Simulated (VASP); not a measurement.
Energy against volume of GaSb (zinc blende). Method: PBEsol GGA, VASP's PBE PAW potentials (set 64) (plane waves; VASP). Run with 520 eV cut-off, 10×10×10 Γ-centred mesh, first-order Methfessel-Paxton smearing of 0.10 eV, potentials Ga_d Sb.

| V (Å³/atom) | E (eV/atom) |
|---|---|
| 27.745 | -4.07262 |
| 28.604 | -4.07673 |
| 29.462 | -4.07271 |
| 30.320 | -4.06166 |

**Question.** Fit these four points and predict the energy of the run at 26.887 Å³/atom.

**Answer.** A cubic in V^(−2/3), the third-order Birch-Murnaghan form, passes through the four points with V0 = 28.59 Å³/atom and B0 = 51 GPa, and gives -4.0591 eV/atom there. The run gave -4.0587 eV/atom, +0.4 meV/atom from the fit; all five points give B0 = 51 GPa.

The compound is GaSb in the zinc blende structure. It was relaxed first.
